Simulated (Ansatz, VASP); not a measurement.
# Cross-check of AlN between VASP and Ansatz, part 2 of 2

Wanted: the spread between two codes on one cell, functional and k mesh. The cell is taken from a series of runs on this material, whose earlier steps may have relaxed, scaled, displaced or heated it; both programs get it as it stands.

VASP 6.6.1 and Ansatz 0.2.0.

So far. Step 2 (VASP: single point, HF with an exact-exchange share of …): The run ends at a pressure of -1.55 GPa.

## (3) Ansatz: single point, HF with an exact-exchange share of 1

Level of this step: Ansatz beside VASP: Kohn-Sham DFT, plane waves, HF (Ansatz).

Ansatz runs on its PAW soft_1 files.

The same cell, functional and mesh now go to Ansatz, which takes its cutoff from its data sets.

input.yaml reads:

```yaml
crystal:
  lattice:
    - [0.0, 2.1839935596, 2.1839935596]
    - [2.1839935596, 0.0, 2.1839935596]
    - [2.1839935596, 2.1839935596, 0.0]
  atoms:
    - { symbol: Al, position: [0.0, 0.0, 0.0] }
    - { symbol: "N", position: [0.75, 0.75, 0.75] }
kpoints:
  mp_grid: { grid: [6, 6, 6] }
  band_path:
    path:
      - [0.0, 0.0, 0.0]
      - [-0.5, -0.5, 0.0]
      - [-0.375, -0.375, 0.25]
      - [-0.375, 0.0, 0.375]
      - [0.0, 0.0, 0.5]
      - [-0.5, -0.25, 0.25]
    npoints: 1
hamiltonian:
  xc: hf
  pseudopotentials: { kind: paw, azcp: { folder: soft_1 } }
scf:
  occupations: { method: fixed }
  n_extra_bands: 4
output:
  eigenvalues: true
```

Command:

```console
> ansatz run input.yaml --threads 3 --pin off --max-ram 92160MiB --backend cuda --events-out ev --progress --plain --runs-dir out --devices 1 --max-vram 13GiB
```

Numbers of over 12 decimals in the logs are rounded to 6 here.

Output:

```text
scf.n_extra_bands = 4 over 4 filled bands (N_el = 8.0): the run solves 8 bands
GPUs: using 1 of 1 available (devices: 1).
Engine: ansatz 0.2.0, x86_64-unknown-linux-gnu
Pseudopotentials: kind: paw
Pseudopotential: Al, paw, valence charge 3, recommended cutoff 420 eV (normal), soft_1/Al.paw.azcp
Pseudopotential: N, paw, valence charge 5, recommended cutoff 420 eV (normal), soft_1/N.paw.azcp
Functional definition: HF
  exchange = exact_x
  correlation = 0
davidson cushion auto → on  (no smearing: the cushion is to keep the highest requested band from converging to the state above it; pin scf.eigensolver.cushion to override)
device memory: the entry about to start is reckoned to put 0.4 GiB on a device that reports 52.5 GiB free (of which the cap on the GPU budget leaves the run 13.0 GiB)
GPU FFT provider: cuFFT
GPU libraries: cuBLAS 13.8.2, cuFFT 12.4.0, cuSOLVER 12.3.4
Crystal: 2 atoms, lattice volume = 20.835 Å³
Basis set: ecut = 420 eV, 411 PW (Γ)
Bands: 8, of which v1, the nominal top of the filled ones, is band 4 counted from 1 (3 counted from 0)
Symmetry: 24 space group operations
Space group: F-43m (ITA 216), of the structure as read, at distance tolerance 2.8e-5 Å
k-points: 16 of 216 (time reversal used)
Non-local potential: Al, projectors of the file, l = 0: 2, l = 1: 2, l = 2: 1
Non-local potential: N, projectors of the file, l = 0: 2, l = 1: 2, l = 2: 1
PAW form: soft (Blöchl's): semilocal exchange-correlation on the pseudo side does not see the compensation charge
PAW frozen core: Al, regenerated for the run's functional, and the local potential with it (the file was generated under x = pbe(κ = 0.804, μ = 0.219515), c = pbe(β = 0.066725))
PAW frozen core: N, regenerated for the run's functional, and the local potential with it (the file was generated under x = pbe(κ = 0.804, μ = 0.219515), c = pbe(β = 0.066725))
PAW one-centre angular grid: Al, 110 points (default); XC on 64 Gauss nodes
PAW one-centre angular grid: N, 110 points (default); XC on 64 Gauss nodes
Initial density: superposition of atomic densities (chi_scale 0.1, normalization cell, long waves kept (reshape's long-wave potential 0.00 eV rms))
Initial wavefunctions: pseudopotential atomic-orbital guess
GPU buffer pool allocated for 13824 grid points (all kernels)
GPU transforms: local potential and band sums: pruned to the plane-wave sphere, on 24×24×24
Functional: x = pbe(κ = 0.804, μ = 0.219515), c = none, warm-up for x = 0 pbe(κ = 0.804, μ = 0.219515) + 1 exact, c = none
SCF iter   1: F=—  HF=-905.497635 eV  |F-HF|=—  |Δ(HF+E_count)|=         —  Δρ=1.53e-1  dr2=5.90e0  ethr=1.00e-1  ⟨swp⟩=4.4  Hψ=500  notcnv=0
preconditioner: auto → none  [insulator: Δε(μ)=5.809 eV  Ē_g=16.823 eV  n_scr=0 (ndim 8)  ℏωp=23.0 eV  f_vac=0.000]
SCF iter   2: F=—  HF=-904.042324 eV  |F-HF|=—  |Δ(HF+E_count)|=    1.46e0  Δρ=8.44e-2  dr2=9.03e-1  ethr=7.37e-2  ⟨swp⟩=3.1  Hψ=358  notcnv=0
iter 3 solved again at ethr=8.36e-4 eV; its pass at ethr=1.13e-2 eV (dr2=6.69e-2 eV) is discarded
SCF iter   3: F=—  HF=-903.797156 eV  |F-HF|=—  |Δ(HF+E_count)|=   2.45e-1  Δρ=2.55e-2  dr2=6.71e-2  ethr=8.36e-4  ⟨swp⟩=2.2  Hψ=650  notcnv=0
SCF iter   4: F=-903.800521 eV  HF=-903.801325 eV  |F-HF|=8.04e-4  |Δ(HF+E_count)|=   4.17e-3  Δρ=3.69e-3  dr2=1.18e-3  ethr=8.36e-4  ⟨swp⟩=2.6  Hψ=334  notcnv=0
SCF 1 stopped early in 4 iterations: F = -903.800521 eV  dr2 = 1.18e-3
  greatest PAW one-centre occupation: 0.790 electrons in one spin orbital (limit 2), on the N atom at site 1 (counted from 0), in its partial waves of l = 0
device memory: the entry about to start is reckoned to put 1.1 GiB on a device that reports 54.7 GiB free (of which the cap on the GPU budget leaves the run 13.0 GiB)
GPU FFT provider: cuFFT
GPU libraries: cuBLAS 13.8.2, cuFFT 12.4.0, cuSOLVER 12.3.4
Initial density: handed on by an earlier stage of this run
Initial wavefunctions: those handed on with the density
GPU buffer pool allocated for 13824 grid points (all kernels)
GPU transforms: local potential and band sums: pruned to the plane-wave sphere, on 24×24×24
Functional: x = 0 pbe(κ = 0.804, μ = 0.219515) + 1 exact, c = none
Exchange kernel: α = 1.0000, full range, Wigner–Seitz truncation, v(0) = 9449.3951 eV·Å³, q-mesh 6×6×6, nearest image of the exchange supercell L = 18.53 Å, pair-density grid 15×15×15, without the augmentation charges, whose exchange is taken in its separable form by FFT convolution over the k-point mesh (sized by the pseudopotential files, 18×18×18 at the most), smooth part of the exact exchange by density-matrix convolution in up to 980.0 MiB of GPU memory as planned if the GPU has room (build and FFT work areas not counted)
Frozen-core exchange: fock
SCF iter   1: F=—  HF=-906.865380 eV  |F-HF|=—  |Δ(HF+E_count)|=         —  Δρ=1.53e-2  dr2=2.69e-2  ethr=1.47e-4  ⟨swp⟩=5.0  Hψ=608  notcnv=0
preconditioner: auto → none  [insulator: Δε(μ)=11.578 eV  Ē_g=27.369 eV  n_scr=0 (ndim 8)  ℏωp=23.0 eV  f_vac=0.000]
SCF iter   2: F=—  HF=-906.843324 eV  |F-HF|=—  |Δ(HF+E_count)|=   2.21e-2  Δρ=2.78e-3  dr2=3.41e-2  ethr=1.47e-4  ⟨swp⟩=3.0  Hψ=445  notcnv=0
SCF iter   3: F=—  HF=-906.956830 eV  |F-HF|=—  |Δ(HF+E_count)|=   1.14e-1  Δρ=6.93e-3  dr2=1.02e-2  ethr=1.40e-5  ⟨swp⟩=4.1  Hψ=573  notcnv=0
SCF iter   4: F=—  HF=-906.964892 eV  |F-HF|=—  |Δ(HF+E_count)|=   8.06e-3  Δρ=2.80e-3  dr2=1.58e-3  ethr=1.40e-5  ⟨swp⟩=3.3  Hψ=451  notcnv=0
SCF iter   5: F=-906.964966 eV  HF=-906.965016 eV  |F-HF|=5.00e-5  |Δ(HF+E_count)|=   1.24e-4  Δρ=6.01e-4  dr2=5.25e-5  ethr=1.34e-5  ⟨swp⟩=3.0  Hψ=416  notcnv=0
SCF 2 stopped early in 5 iterations: F = -906.964966 eV  dr2 = 5.25e-5
  greatest PAW one-centre occupation: 0.792 electrons in one spin orbital (limit 2), on the N atom at site 1 (counted from 0), in its partial waves of l = 0
hybrid outer 1: dexx = +1.839e-1 eV, tail = 8.70e-4 eV
GPU FFT provider: cuFFT
GPU libraries: cuBLAS 13.8.2, cuFFT 12.4.0, cuSOLVER 12.3.4
GPU buffer pool allocated for 13824 grid points (all kernels)
GPU transforms: local potential and band sums: pruned to the plane-wave sphere, on 24×24×24
Exchange kernel: α = 1.0000, full range, Wigner–Seitz truncation, v(0) = 9449.3951 eV·Å³, q-mesh 6×6×6, nearest image of the exchange supercell L = 18.53 Å, pair-density grid 15×15×15, without the augmentation charges, whose exchange is taken in its separable form by FFT convolution over the k-point mesh (sized by the pseudopotential files, 18×18×18 at the most), smooth part of the exact exchange by density-matrix convolution in up to 980.0 MiB of GPU memory as planned if the GPU has room (build and FFT work areas not counted)
Frozen-core exchange: fock
[...]
preconditioner: auto → none  [insulator: Δε(μ)=12.073 eV  Ē_g=27.473 eV  n_scr=0 (ndim 8)  ℏωp=23.0 eV  f_vac=0.000]
SCF iter   2: F=—  HF=-906.965061 eV  |F-HF|=—  |Δ(HF+E_count)|=   3.55e-5  Δρ=1.85e-4  dr2=8.45e-6  ethr=4.46e-8  ⟨swp⟩=4.1  Hψ=506  notcnv=0
iter 3 solved again at ethr=3.92e-9 eV; its pass at ethr=4.46e-8 eV (dr2=3.14e-7 eV) is discarded
SCF iter   3: F=—  HF=-906.965062 eV  |F-HF|=—  |Δ(HF+E_count)|=   5.12e-7  Δρ=5.73e-5  dr2=5.23e-7  ethr=3.92e-9  ⟨swp⟩=2.0  Hψ=761  notcnv=0
SCF iter   4: F=—  HF=-906.965062 eV  |F-HF|=—  |Δ(HF+E_count)|=   1.09e-7  Δρ=3.78e-5  dr2=2.22e-7  ethr=3.92e-9  ⟨swp⟩=3.1  Hψ=412  notcnv=0
SCF iter   5: F=-906.965062 eV  HF=-906.965062 eV  |F-HF|=2.65e-8  |Δ(HF+E_count)|=   8.25e-8  Δρ=1.31e-5  dr2=3.39e-8  ethr=2.23e-9  ⟨swp⟩=3.1  Hψ=374  notcnv=0
SCF 3 converged in 5 iterations: F = -906.965062 eV  dr2 = 3.39e-8
hybrid outer 2: dexx = +6.742e-5 eV, tail = 3.59e-6 eV, Δε = 2.74e-2 eV (about 1.92e-3 eV left of the loop's levels)
GPU FFT provider: cuFFT
GPU libraries: cuBLAS 13.8.2, cuFFT 12.4.0, cuSOLVER 12.3.4
GPU buffer pool allocated for 13824 grid points (all kernels)
GPU transforms: local potential and band sums: pruned to the plane-wave sphere, on 24×24×24
Exchange kernel: α = 1.0000, full range, Wigner–Seitz truncation, v(0) = 9449.3951 eV·Å³, q-mesh 6×6×6, nearest image of the exchange supercell L = 18.53 Å, pair-density grid 15×15×15, without the augmentation charges, whose exchange is taken in its separable form by FFT convolution over the k-point mesh (sized by the pseudopotential files, 18×18×18 at the most), smooth part of the exact exchange by density-matrix convolution in up to 980.0 MiB of GPU memory as planned if the GPU has room (build and FFT work areas not counted)
Frozen-core exchange: fock
SCF iter   1: F=—  HF=-906.965075 eV  |F-HF|=—  |Δ(HF+E_count)|=         —  Δρ=9.14e-5  dr2=1.06e-6  ethr=2.24e-7  ⟨swp⟩=2.7  Hψ=339  notcnv=0
preconditioner: auto → none  [insulator: Δε(μ)=12.064 eV  Ē_g=27.471 eV  n_scr=0 (ndim 8)  ℏωp=23.0 eV  f_vac=0.000]
SCF iter   2: F=—  HF=-906.965075 eV  |F-HF|=—  |Δ(HF+E_count)|=   2.31e-7  Δρ=4.33e-5  dr2=1.89e-7  ethr=1.17e-8  ⟨swp⟩=2.2  Hψ=325  notcnv=0
SCF iter   3: F=—  HF=-906.965075 eV  |F-HF|=—  |Δ(HF+E_count)|=   2.61e-8  Δρ=2.26e-5  dr2=1.58e-7  ethr=2.25e-9  ⟨swp⟩=3.1  Hψ=420  notcnv=0
iter 4 solved again at ethr=1.48e-11 eV; its pass at ethr=1.36e-9 eV (dr2=1.18e-9 eV) is discarded
SCF iter   4: F=-906.965075 eV  HF=-906.965075 eV  |F-HF|=1.08e-9  |Δ(HF+E_count)|=   5.50e-8  Δρ=2.35e-6  dr2=2.84e-9  ethr=1.48e-11  ⟨swp⟩=3.8  Hψ=771  notcnv=0
eigensolver tolerance schedule: the retry pair's looser diagonalisation over-reported the residual by 0.30 of it (diagonalisation noise at 0.31 of the residual, at the tolerance the schedule requests for it); recorded, not acted on — ethr = c·dr2/N_el stays at c = 1.0e-1
SCF 4 converged in 4 iterations: F = -906.965075 eV  dr2 = 2.84e-9
hybrid outer 3: dexx = +3.718e-7 eV, tail = 2.37e-8 eV, Δε = 5.79e-4 eV (about 6.23e-5 eV left of the loop's levels)
device memory: the entry about to start is reckoned to put 0.3 GiB on a device that reports 62.1 GiB free (of which the cap on the GPU budget leaves the run 13.0 GiB)
NSCF: frozen V_eff on 6 k-points
hybrid SCF converged: 3 outer / 14 inner (+4 warm-up), last move |dexx| = 3.72e-7 eV, tail = 2.37e-8 eV
Stability not checked: this state was not tested for a lower state beside it, because the functional holds exact exchange (a hybrid, or Hartree-Fock), whose exchange loop this test does not read (fock_operator; see scf.lower_state_search)
Free energy (F): -906.965075 eV
Frozen-core exchange: fock
Harris-Foulkes:  -906.965075 eV  (|F-HF|=1.08e-9)
Internal energy: -906.965075 eV  (E = F + TS)
E sigma→0 (E₀):  -906.965075 eV
Fermi energy:    2.862356 eV
--- Per-component energies (eV) ---
  E_band       = -31.837406
  E_kinetic    = 159.541826
  E_local      = -210.298795  (includes V_loc(G=0)·N_el)
  E_nonlocal   = 41.187669
  E_hartree    = 79.609024
  E_xc         = 0.000000
  E_vxc        = 0.000000  (∫ρ·V_xc dr)
  E_exx        = -86.164193  (= α·E_x^exact, valence–valence)
  E_paw        = -594.030678  (= ΣΔE_a)
  E_vpaw       = -9.157803  (= ΣTr[D̂ρ^β])
  E_aug_tail   = 0.000821  (compensation charges beyond the density's cutoff)
  E_ewald      = -296.603555
  E_core_change = -0.207194  (= ΣΔE_core)
  E_smearing   = -0.000000  (= −TS)
  E_closure    = -0.000000  (closes the sum)
  Σ components = -906.965075   (vs F -906.965075, Δ=-1.14e-13)
--- Band table (eV; the first three rows and the last of 16) ---
  k-point 0: bands = ["-17.7553", "2.8624", "2.8624", "2.8624", "16.3993", "25.8386", "25.8386", "25.8386"]
  k-point 1: bands = ["-17.2647", "0.6700", "2.6853", "2.6853", "18.0104", "24.9244", "26.0649", "26.0649"]
  k-point 2: bands = ["-16.0697", "-2.8856", "2.3607", "2.3607", "19.6598", "23.8260", "24.7192", "24.7192"]
  k-point 15: bands = ["-14.4699", "-2.6770", "-0.7125", "-0.1450", "17.1455", "23.1441", "26.6925", "27.4427"]
```

## (4) Side by side

Known differences besides the potentials themselves: exact exchange at q = 0 is treated differently, which shows on coarse meshes; VASP keeps PBE cores, Ansatz makes them for the functional; fixed occupations in Ansatz, narrow Gaussian smearing in VASP; the cutoff is 420 eV in Ansatz and 520 eV in VASP; VASP takes a coarser grid for exact exchange (PRECFOCK = Fast). Total energies have different zeros and are not compared.

The two programs side by side:

```tsv
quantity	Ansatz	VASP	difference
gap on the k mesh (eV)	12.066	12.225	-0.159
```

A gap on the mesh is an upper bound, since the band edges may lie between its points.

## (5) Results

```
difference in gap on the k mesh (single point, HF with an exact-exchange share of 1) : -0.16 eV
```

The difference in gap on the k mesh is -0.16 eV (single point, HF with an exact-exchange share of 1), beyond the 0.08 eV picked in this series as the mark of a large difference. What causes the difference of the single point, HF with an exact-exchange share of 1 pair stays open here. Such differences can come from data sets, numerical settings and the points named under the comparisons, not from the functional's error against experiment.

[Lines on the potential files, build, host, timing and source positions are cut from VASP's logs without a mark.]

[Logs are printed without paths, hosts, clocks, repeated set-up lines and the standing remarks that a program may print on its own settings, such as how far it seeks lower states.]

[Hosts, paths, dates, database ids (printed as entryN), source tags and the programs' standing remarks are cut or masked in the printed files.]
